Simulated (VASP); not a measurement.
Given:

```yaml
crystal:
  lattice:
    - [-2.92077, 2.92077, 1.58816]
    - [2.92077, -2.92077, 1.58816]
    - [2.92077, 2.92077, -1.58816]
  atoms:
    - { symbol: Sn, position: [0.25000, 0.75000, 0.50000] }
    - { symbol: Sn, position: [0.00000, 0.00000, 0.00000] }
```

All values below come from vdW-DF-cx, VASP's PBE PAW potentials (set 64) (plane waves; VASP). Numerical set-up: 520 eV cut-off, Gaussian smearing of 0.050 eV, potentials Sn_d.

Unless said otherwise, spin-orbit coupling is left out, though it shifts the bands of the heavy elements here.

Task: What does the run give for the band gap (along the path) with the smallest direct gap where there is one?

Result: 
The band gap (along the path) is none (metal, semimetal or under 0.01 eV).

The compound is Sn in the beta structure. It was relaxed first.
